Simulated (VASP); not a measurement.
Consider the following.

```yaml
crystal:
  lattice:
    - [-2.86366, 2.86366, 1.36079]
    - [2.86366, -2.86366, 1.36079]
    - [2.86366, 2.86366, -1.36079]
  atoms:
    - { symbol: Se, position: [0.75000, 0.25000, 0.50000] }
    - { symbol: Se, position: [0.00000, 0.00000, 0.00000] }
```

Computed with r2SCAN meta-GGA, VASP's PBE PAW potentials (set 64) (plane waves; VASP 6.6.1). Numerical set-up: 400 eV cut-off, 16×16×16 Γ-centred mesh, tetrahedra with Blöchl corrections, potentials Se.

### Question
Give the energies of bands 3 to 9 at the high-symmetry points, in eV from the Fermi level.

### Answer

| band | Γ | X | M | Z | P | N |
|---|---|---|---|---|---|---|
| 3 | -5.23 | -3.14 | -7.05 | -5.57 | -6.42 | -6.61 |
| 4 | -5.23 | -3.14 | -7.05 | -4.98 | -6.42 | -5.53 |
| 5 | 0.80 | -3.11 | 2.11 | -4.98 | -0.62 | -3.49 |
| 6 | 0.80 | -3.11 | 2.11 | -2.67 | -0.62 | -1.08 |
| 7 | 3.36 | 3.73 | 3.45 | 2.07 | -0.61 | -0.11 |
| 8 | 3.76 | 3.73 | 3.45 | 2.07 | -0.61 | 0.75 |
| 9 | 3.81 | 9.58 | 10.70 | 8.59 | 6.75 | 6.69 |

It has no gap at this level: it comes out as a metal or semimetal.

The structure was generated: Se was put into the beta-Sn type (I4_1/amd), which need not be its known phase. It was relaxed first.
